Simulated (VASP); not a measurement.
# Rb2Ag2Te4Pb (P1) in VASP: single point with r2SCAN

Aim: the single point of Rb2Ag2Te4Pb with r2SCAN.

Everything below comes from runs of VASP 6.6.1. Logs are shortened: lines on timing, memory, paths and dates and some standing lists are left out, and cuts for length are marked.

## 1. The structure

The typed cell holds 9 atoms: a = 6.284 Å, b = 8.502 Å, c = 6.470 Å, α = 89.99°, β = 90.34°, γ = 69.90°.

The cell was built by a generator and needn't be a form met in nature.

## 2. Single point, r2SCAN

The input, POSCAR:

```
Rb2Ag2Te4Pb
1.0
    6.2837634300      0.0904068000      0.0189574500
    3.0365555000     -7.9416408500     -0.0004279300
   -0.0189867900     -0.0085171500     -6.4695968700
Pb Te Ag Rb
1 4 2 2
Direct
    0.9959150000      0.9962730000      0.9914370000
    0.1410800000      0.2157060000      0.2429960000
    0.8619290000      0.7796300000      0.2427410000
    0.3457700000      0.7828050000      0.7566230000
    0.6498370000      0.2203170000      0.7586270000
    0.0014170000      0.0027440000      0.4988260000
    0.4861200000      0.0063560000      0.0077120000
    0.4994190000      0.5026200000      0.2623440000
    0.9891600000      0.4993070000      0.7541480000
```

The input, INCAR.step1:

```
  PREC = Accurate
  ENCUT = 520
  ISMEAR = -1
  SIGMA = 0.1
  LREAL = F
  LASPH = T
  NELM = 100
  NBANDS = 49
  GGA = PE
  ALGO = Normal
  EDIFF = 1E-4
  LWAVE = T
  LCHARG = F
```

The input, INCAR.step2:

```
  PREC = Accurate
  ENCUT = 520
  EDIFF = 1E-6
  ISMEAR = -1
  SIGMA = 0.1
  LREAL = F
  LASPH = T
  NELM = 100
  ALGO = Normal
  ISIF = 2
  LWAVE = F
  LCHARG = F
  METAGGA = R2SCAN
  LMIXTAU = T
  NBANDS = 49
  ISTART = 1
```

The input, KPOINTS:

```
Automatic mesh
0
Gamma
  3 3 3
  0 0.5 0
```

Potentials or basis: VASP PAW PBE potentials, release 64 (Pb_d, Te, Ag, Rb_sv).

Command:

```bash
cat potpaw_PBE.64/Pb_d/POTCAR potpaw_PBE.64/Te/POTCAR potpaw_PBE.64/Ag/POTCAR potpaw_PBE.64/Rb_sv/POTCAR > POTCAR
cp INCAR.step1 INCAR
mpirun -np 1 vasp_std > vasp.out
cp INCAR.step2 INCAR
mpirun -np 1 vasp_std > vasp.out
```

OUTCAR:

```text
PREC = Accurate
   ENCUT = 520
   EDIFF = 1E-6
   ISMEAR = -1
   LREAL = F
   LASPH = T
   NELM = 100
   ISIF = 2
   METAGGA = R2SCAN
   ISTART = 1

 ion  position               nearest neighbor table
   1  0.996  0.996  0.991-   4 2.78   5 2.78   3 2.80   2 2.85   7 3.11   7 3.18   6 3.19   6 3.28
                             9 4.51   9 4.53   8 4.64   8 4.71
   2  0.141  0.216  0.243-   7 2.75   6 2.81   1 2.85   8 3.85   9 3.89   8 3.93   9 4.02
   3  0.862  0.780  0.243-   1 2.80   6 2.87   7 2.90   8 3.80   9 3.88   8 3.89   9 3.99
   4  0.346  0.783  0.757-   1 2.78   6 2.85   7 2.86   9 3.81   8 3.91   9 3.93   8 3.96
   5  0.650  0.220  0.759-   1 2.78   7 2.88   6 2.89   9 3.69   8 3.92   8 3.97   9 4.01
   6  0.001  0.003  0.499-   2 2.81   4 2.85   3 2.87   5 2.89   1 3.19   1 3.28   9 4.51   8 4.59
                             8 4.60   9 4.61
   7  0.486  0.006  0.008-   2 2.75   4 2.86   5 2.88   3 2.90   1 3.11   1 3.18   8 4.56   8 4.56
                             9 4.58   9 4.69
   8  0.499  0.503  0.262-   3 3.80   2 3.85   3 3.89   4 3.91   5 3.92   2 3.93   4 3.96   5 3.97
                             9 4.41   9 4.51   9 4.54   7 4.56   7 4.56   9 4.59   6 4.59   6 4.60
   9  0.989  0.499  0.754-   5 3.69   4 3.81   3 3.88   2 3.89   4 3.93   3 3.99   5 4.01   2 4.02
                             8 4.41   1 4.51   6 4.51   8 4.51   1 4.53   8 4.54   7 4.58   8 4.59

  LATTYP: Found a triclinic cell.
 ALAT       =     8.6636322975
 B/A-ratio  =     0.9813865206
 C/A-ratio  =     0.7467572624
 COS(alpha) =     0.0002318649
 COS(beta)  =     0.0045580291
 COS(gamma) =     0.7320971519

  Lattice vectors:

 A1 = (   3.2472079300,   8.0320476500,   0.0193853800)
 A2 = (  -3.0365555000,   7.9416408500,   0.0004279300)
 A3 = (   0.0189867900,   0.0085171500,   6.4695968700)

Analysis of symmetry for initial positions (statically):
=====================================================================
 Subroutine PRICEL returns:
 Original cell was already a primitive cell.

 Routine SETGRP: Setting up the symmetry group for a
 triclinic supercell.

 Subroutine GETGRP returns: Found  1 space group operations
 (whereof  1 operations were pure point group operations)
 out of a pool of  2 trial point group operations.

The static configuration has the point symmetry C_1 .

Analysis of symmetry for dynamics (positions and initial velocities):
=====================================================================
 Subroutine PRICEL returns:
 Original cell was already a primitive cell.

 Routine SETGRP: Setting up the symmetry group for a
 triclinic supercell.

 Subroutine GETGRP returns: Found  1 space group operations
 (whereof  1 operations were pure point group operations)
 out of a pool of  2 trial point group operations.

The dynamic configuration has the point symmetry C_1 .

 Subroutine INISYM returns: Found  1 space group operations
 (whereof  1 operations are pure point group operations),
 and found     1 'primitive' translations

----------------------------------------------------------------------------------------

                                     Primitive cell

  volume of cell :     324.6275

  direct lattice vectors                    reciprocal lattice vectors
     6.283763430  0.090406800  0.018957450     0.158271270  0.060516427 -0.000544159
     3.036555500 -7.941640850 -0.000427930     0.001801246 -0.125229849  0.000159577
    -0.018986790 -0.008517150 -6.469596870     0.000463653  0.000185611 -0.154570741

  length of vectors
     6.284442347  8.502371956  6.469630337     0.169447127  0.125242904  0.154571548

  position of ions in fractional coordinates (direct lattice)
     0.995915000  0.996273000  0.991437000
     0.141080000  0.215706000  0.242996000
     0.861929000  0.779630000  0.242741000
     0.345770000  0.782805000  0.756623000
     0.649837000  0.220317000  0.758627000
     0.001417000  0.002744000  0.498826000
     0.486120000  0.006356000  0.007712000
     0.499419000  0.502620000  0.262344000
     0.989160000  0.499307000  0.754148000

  ion indices of the primitive-cell ions
   primitive index   ion index
                 1           1
                 2           2
                 3           3
                 4           4
                 5           5
                 6           6
                 7           7
                 8           8
                 9           9

----------------------------------------------------------------------------------------

 KPOINTS: Automatic mesh

Automatic generation of k-mesh.
 Grid dimensions read from file:
 generate k-points for:    3    3    3

 Generating k-lattice:

  Cartesian coordinates                     Fractional coordinates (reciprocal lattice)
     0.052757090  0.020172142 -0.000181386     0.333333333  0.000000000  0.000000000
     0.000600415 -0.041743283  0.000053192     0.000000000  0.333333333 -0.000000000
     0.000154551  0.000061870 -0.051523580     0.000000000 -0.000000000  0.333333333

  Length of vectors
     0.056482376  0.041747635  0.051523849

  Shift w.r.t. Gamma in fractional coordinates (k-lattice)
     0.000000000  0.500000000  0.000000000

 Subroutine IBZKPT returns following result:
 ===========================================

 Found     14 irreducible k-points:

 Following reciprocal coordinates:
            Coordinates               Weight
  0.000000  0.166667  0.000000      2.000000
  0.333333  0.166667 -0.000000      2.000000
 -0.333333  0.166667  0.000000      2.000000
  0.000000  0.500000  0.000000      1.000000
  0.333333  0.500000 -0.000000      2.000000
  0.000000  0.166667  0.333333      2.000000
  0.333333  0.166667  0.333333      2.000000
 -0.333333  0.166667  0.333333      2.000000
  0.000000  0.500000  0.333333      2.000000
  0.333333  0.500000  0.333333      2.000000
 -0.333333  0.500000  0.333333      2.000000
 -0.000000 -0.166667  0.333333      2.000000
  0.333333 -0.166667  0.333333      2.000000
 -0.333333 -0.166667  0.333333      2.000000
   k-points           NKPTS =     14   k-points in BZ     NKDIM =     14   number of bands    NBANDS=     49
   number of dos      NEDOS =    301   number of ions     NIONS =      9
   total plane-waves  NPLWV = 147456
   dimension x,y,z NGX =    48 NGY =   64 NGZ =   48
   dimension x,y,z NGXF=    96 NGYF=  128 NGZF=   96
   ions per type =               1   4   2   2
   NGX,Y,Z   is equivalent  to a cutoff of  12.70, 12.51, 12.33 a.u.
   NGXF,Y,Z  is equivalent  to a cutoff of  25.40, 25.03, 24.67 a.u.
 SYSTEM =  unknown system
   PREC   = accura    normal or accurate (medium, high low for compatibility)
   ISTART =      1    job   : 0-new  1-cont  2-samecut
   ICHARG =      0    charge: 1-file 2-atom 10-const
   ISPIN  =      1    spin polarized calculation?
   LNONCOLLINEAR =      F non collinear calculations
   LSORBIT =      F    spin-orbit coupling
   LASPH  =      T    aspherical Exc in radial PAW
   ENCUT  =  520.0 eV  38.22 Ry    6.18 a.u.  11.68 15.81 12.03*2*pi/ulx,y,z
   NELM   =    100;   NELMIN=  2; NELMDL=  0     # of ELM steps
   EDIFF  = 0.1E-05   stopping-criterion for ELM
   LREAL  =      F    real-space projection
   EDIFFG = 0.1E-04   stopping-criterion for IOM
   NSW    =      0    number of steps for IOM
   IBRION =     -1    ionic relax: 0-MD 1-quasi-New 2-CG
   NFREE  =      0    steps in history (QN), initial steepest desc. (CG)
   ISIF   =      2    stress and relaxation
   ISYM   =      2    0-nonsym 1-usesym 2-fastsym
   POTIM  = 0.5000    time-step for ionic-motion
   TEBEG  =    0.0;   TEEND  =   0.0 temperature during run
   PSTRESS=    0.0 pullay stress
   NELECT =      78.0000    total number of electrons
   NUPDOWN=      -1.0000    fix difference up-down
   EMIN   =  10.00;   EMAX   =-10.00  energy-range for DOS
   EFERMI =   0.00;   METHOD = LEGACY
   ISMEAR =    -1;   SIGMA  =   0.10  broadening in eV -4-tet -1-fermi 0-gaus
   EFERMI_NEDOS =   21; number of points for ismear=-14 and -15
   IALGO  =     38    algorithm
   IMIX   =      4    mixing-type and parameters
     AMIX     =   0.40;   BMIX     =  1.00
     AMIX_MAG =   1.60;   BMIX_MAG =  1.00
  volume/ion in A,a.u.               =      36.07       243.41
  Fermi-wavevector in a.u.,A,eV,Ry     =   1.017758  1.923284 14.093345  1.035832
  Thomas-Fermi vector in A             =   2.151177
   LORBIT       =      0    0 simple, 1 ext, 2 COOP (PROOUT), +10 PAW based schemes
   METAGGA = R2SCAN    functional components
   LHFCALC =     F    Hartree Fock is set to
   AEXX    =    0.0000 exact exchange contribution
   IVDW    =     0    specifies the selected vdW correction
   LEPSILON=     F    determine dielectric tensor
   LRPA    =     F    only Hartree local field effects (RPA)
 non-spin polarized calculation
  energy-cutoff  :      520.00
  volume of cell :      324.63
 maximum number of plane-waves:      8757
   NGX = 23   NGY = 31   NGZ = 25

 number of electron      78.0000003 magnetization

 Free energy of the ion-electron system (eV)
  ---------------------------------------------------
  ext. energy  EPLUGINS =         0.00000000
  ---------------------------------------------------
  free energy    TOTEN  =      -232.60186793 eV

  energy without entropy =     -232.52277466  energy(sigma->0) =     -232.56232130

 E-fermi :   3.3095     XC(G=0):  -8.8081

 val. band max:        3.1461772359   @ k =   0.0000   0.5000   0.0000
 cond. band min:       3.3361291139   @ k =   0.0000   0.1667   0.0000
 fundamental gap:      0.1899518780
 Fermi energy:         3.3094714215

 k-point     1 :       0.0000    0.1667    0.0000
  band No.  band energies     occupation
      1     -24.9778      2.00000
      2     -24.9467      2.00000
      3     -14.7434      2.00000
      4     -14.7391      2.00000
      5     -14.7262      2.00000
      6     -14.6721      2.00000
[... 41 lines left out ...]
     48       8.1723      0.00000
     49       8.3000      0.00000

 k-point     2 :       0.3333    0.1667   -0.0000
  band No.  band energies     occupation
      1     -24.9768      2.00000
      2     -24.9476      2.00000
      3     -14.7432      2.00000
      4     -14.7388      2.00000
      5     -14.7262      2.00000
      6     -14.6679      2.00000
[... 41 lines left out ...]
     48       8.2477      0.00000
     49       8.4712      0.00000

 k-point     3 :      -0.3333    0.1667    0.0000
  band No.  band energies     occupation
      1     -24.9768      2.00000
      2     -24.9476      2.00000
      3     -14.7432      2.00000
      4     -14.7388      2.00000
      5     -14.7262      2.00000
      6     -14.6679      2.00000
[... 41 lines left out ...]
     48       8.3314      0.00000
     49       8.7148      0.00000

 k-point     4 :       0.0000    0.5000    0.0000
  band No.  band energies     occupation
      1     -24.9778      2.00000
      2     -24.9467      2.00000
      3     -14.7435      2.00000
      4     -14.7391      2.00000
      5     -14.7262      2.00000
      6     -14.6721      2.00000
[... 457 lines left out ...]
     48       8.2552      0.00000
     49       8.4834      0.00000

 k-point    13 :       0.3333   -0.1667    0.3333
  band No.  band energies     occupation
      1     -24.9764      2.00000
      2     -24.9478      2.00000
      3     -14.7429      2.00000
      4     -14.7387      2.00000
      5     -14.7260      2.00000
      6     -14.6657      2.00000
[... 41 lines left out ...]
     48       8.4765      0.00000
     49       8.8077      0.00000

 k-point    14 :      -0.3333   -0.1667    0.3333
  band No.  band energies     occupation
      1     -24.9765      2.00000
      2     -24.9478      2.00000
      3     -14.7429      2.00000
      4     -14.7388      2.00000
      5     -14.7260      2.00000
      6     -14.6657      2.00000
[... 41 lines left out ...]
     48       8.4391      0.00000
     49       8.7627      0.00000

------------------------ aborting loop because EDIFF is reached ----------------------------------------

  FORCE on cell =-STRESS in cart. coord.  units (eV):
  Direction    XX          YY          ZZ          XY          YZ          ZX
  --------------------------------------------------------------------------------------
  -------------------------------------------------------------------------------------
  Total        5.5980297      1.7913202      4.9019607      0.2618332     -0.0688769      0.3887575
  in kB       27.6286990      8.8409404     24.1932972      1.2922601     -0.3399371      1.9186866
  external PRESSURE =      20.2209789 kB  Pullay stress =       0.0000000 kB

 VOLUME and BASIS-vectors are now :
 -----------------------------------------------------------------------------
  energy-cutoff  :      520.00
  volume of cell :      324.63
      direct lattice vectors                 reciprocal lattice vectors
     6.283763430  0.090406800  0.018957450     0.158271270  0.060516427 -0.000544159
     3.036555500 -7.941640850 -0.000427930     0.001801246 -0.125229849  0.000159577
    -0.018986790 -0.008517150 -6.469596870     0.000463653  0.000185611 -0.154570741

 POSITION                                       TOTAL-FORCE (eV/Angst)
 -----------------------------------------------------------------------------------
      9.26451     -7.83045     -6.39574         0.050312     -0.144434     -0.277259
      1.53690     -1.70237     -1.56950         0.200774     -0.569013     -0.486537
      7.77894     -6.11568     -1.55443        -0.442174      0.416713     -0.476061
      4.53540     -6.19194     -4.88883         0.559398      0.659182      0.551663
      4.73802     -1.69739     -4.89579        -0.563705     -0.529910      0.560655
      0.00777     -0.02591     -3.22718        -0.069179      0.012177     -0.005495
      3.07382     -0.00659     -0.04068         0.203769      0.149906      0.065776
      4.65948     -3.94871     -1.68801        -0.025150      0.021456      0.140288
      7.71750     -3.88231     -4.86050         0.085955     -0.016077     -0.073029
 -----------------------------------------------------------------------------------
    total drift:                               -0.000920      0.000631      0.001814

  FREE ENERGIE OF THE ION-ELECTRON SYSTEM (eV)
  ---------------------------------------------------
  free  energy   TOTEN  =      -232.6018679274 eV

  energy  without entropy=     -232.5227746628  energy(sigma->0) =     -232.56232130
```

Run time: 8.1 min. Hardware: 1 thread of Intel Xeon 6975P-C (Granite Rapids), shared host; peak memory 0.54 GiB.

What came out:

```yaml
Free_energy: -232.6019 eV
Pressure: 2.0 GPa
Largest_force: 1.026 eV/Å
Band_gap_on_the_k_mesh: 0.19 eV, indirect (least direct gap 0.20 eV)
```

Forces in eV/Å, atoms in the order of the input:
```
Pb   0.050 -0.144 -0.277
Te   0.201 -0.569 -0.487
Te  -0.442  0.417 -0.476
Te   0.559  0.659  0.552
Te  -0.564 -0.530  0.561
Ag  -0.069  0.012 -0.005
Ag   0.204  0.150  0.066
Rb  -0.025  0.021  0.140
Rb   0.086 -0.016 -0.073
```

Levels at points of the mesh, in eV from the valence-band top:
| k point | band 35 | band 36 | band 37 | band 38 | band 39 | band 40 | band 41 | band 42 | band 43 | band 44 |
| --- | --- | --- | --- | --- | --- | --- | --- | --- | --- | --- |
| (0.00, 0.50, 0.00) | -1.21 | -1.11 | -0.96 | -0.02 | 0.00 | 0.33 | 2.57 | 2.83 | 3.23 | 3.62 |

Caveat: the PAW data sets were made with another functional, which shifts forces and pressure a little; spin-orbit coupling is left out, which as a rule narrows the gap of such compounds by several tenths of an eV.
